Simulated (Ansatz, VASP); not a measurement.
Given: the input of a run of VASP 6.6.1 on La3Zr. The cell comes from a database or a generator and needn't be the stable form of this composition.

The input INCAR:

```
  PREC = Accurate
  ENCUT = 520
  EDIFF = 1E-7
  ISMEAR = -1
  SIGMA = 0.05
  LREAL = False
  LASPH = True
  NELM = 100
  ALGO = Normal
  ISIF = 2
  LWAVE = False
  LCHARG = False
  GGA = PE
  NBANDS = 30
```

The input KPOINTS:

```
Automatic mesh
0
Gamma
  5 5 5
```

File POSCAR:

```
La3Zr
1.0
    5.0726737400      0.0000000000      0.0000000000
    0.0000000000      5.0726737400      0.0000000000
    0.0000000000      0.0000000000      5.0726737400
La Zr
3 1
Direct
    0.5000000000      0.5000000000      0.0000000000
    0.5000000000      0.0000000000      0.5000000000
    0.0000000000      0.5000000000      0.5000000000
    0.0000000000      0.0000000000      0.0000000000
```

Potentials or basis: VASP PAW PBE potentials, release 64 (La, Zr_sv).

Launch:

```bash
$ cat potpaw_PBE.64/La/POTCAR potpaw_PBE.64/Zr_sv/POTCAR > POTCAR
$ mpirun -np 1 vasp_std > vasp.out
```

Set up the same calculation for Ansatz 0.2.0. Potentials or basis there: Ansatz PAW, cutoff 420 eV.

As run (cutoffs and basis follow the program's own potentials, and thresholds, step limits or extra output files can differ):

The input input.yaml:

```yaml
crystal:
  lattice:
    - [5.07267374, 0.0, 0.0]
    - [0.0, 5.07267374, 0.0]
    - [0.0, 0.0, 5.07267374]
  atoms:
    - { symbol: La, position: [0.5, 0.5, 0.0] }
    - { symbol: La, position: [0.5, 0.0, 0.5] }
    - { symbol: La, position: [0.0, 0.5, 0.5] }
    - { symbol: Zr, position: [0.0, 0.0, 0.0] }
hamiltonian:
  xc: pbe
  pseudopotentials: { kind: paw }
kpoints:
  mp_grid: { grid: [5, 5, 5] }
scf:
  occupations: { method: fermi_dirac, width: 0.05 }
output:
  forces: true
  stress: true
  eigenvalues: true
```

Potentials or basis: Ansatz PAW.

Run with:

```sh
$ ansatz run input.yaml --threads 2 --pin off --max-ram 5120MiB --backend cpu --events-out ev --progress --plain --runs-dir out
```

Both were run:

|  | VASP | Ansatz |
| --- | --- | --- |
| Pressure | -0.2 GPa | -0.2 GPa |

Ansatz's pressure holds a Pulay term of +0.01 GPa for its cutoff of 420 eV, which the other run lacks.

Where Ansatz's input types no cutoff or centring, it takes its own default and a Γ-centred mesh.

Pressure is positive in compression.
